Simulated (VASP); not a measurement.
Input:

```
CELL_PARAMETERS angstrom
      0.00000     2.29902     2.29902
      2.29902     0.00000     2.29902
      2.29902     2.29902     0.00000
ATOMIC_POSITIONS crystal
  Li 0.25000 0.25000 0.25000
  Li 0.75000 0.75000 0.75000
  O  0.00000 0.00000 0.00000
```

Method: PBE GGA with D4 dispersion, VASP's PBE PAW potentials (set 64) (plane waves; VASP). Numerical set-up: 520 eV cut-off, Gaussian smearing of 0.050 eV, potentials Li_sv O.

### Question
Give the energies of bands 4 to 8 at the high-symmetry points, in eV from the valence-band maximum.

### Answer

```csv
band,Γ,X,U,L,W
4,0.00,-1.61,-2.04,-2.80,-1.85
5,0.00,-1.41,-1.52,-0.45,-1.50
6,0.00,-1.41,-1.10,-0.45,-1.50
7,5.38,5.00,6.59,9.30,7.22
8,12.01,13.67,11.74,9.96,10.53
```

The gap is indirect, 5.00 eV, from the valence maximum at Γ to the conduction minimum at X.

Measured: gap 8.00 eV (computed value off by -3.00 eV), as given by Das et al., (2018), arXiv:1807.05623.

The compound is Li2O in the antifluorite structure. It was relaxed first.
